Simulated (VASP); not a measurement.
GaN:

```
CELL_PARAMETERS angstrom
0.00000 2.27410 2.27410
2.27410 0.00000 2.27410
2.27410 2.27410 0.00000
ATOMIC_POSITIONS crystal
Ga 0.00000 0.00000 0.00000
N 0.75000 0.75000 0.75000
```

The cell is a database's computed one.

Base run:

* Program: VASP 6.6.1
* Functional: PBE
* Potentials or basis: VASP PAW PBE potentials, release 64 (Ga_d, N)
* Cutoff: 520 eV
* k mesh: 6 × 6 × 6
* Occupations: gaussian, width 0.03 eV
* Spin: no spin polarisation

Its results: band gap on the k mesh 1.55 eV, direct; pressure 0.1 GPa.

Question: The run is repeated on the same cell with these changes: functional from PBE to PBE0. What comes out?

Answer: Band gap on the k mesh 3.47 eV, direct; pressure -6.3 GPa.

PBE0 gives the wider gap, since exact exchange removes part of the self-interaction.

Caveats: the PAW data sets were made with another functional, which shifts forces and pressure a little (some runs).
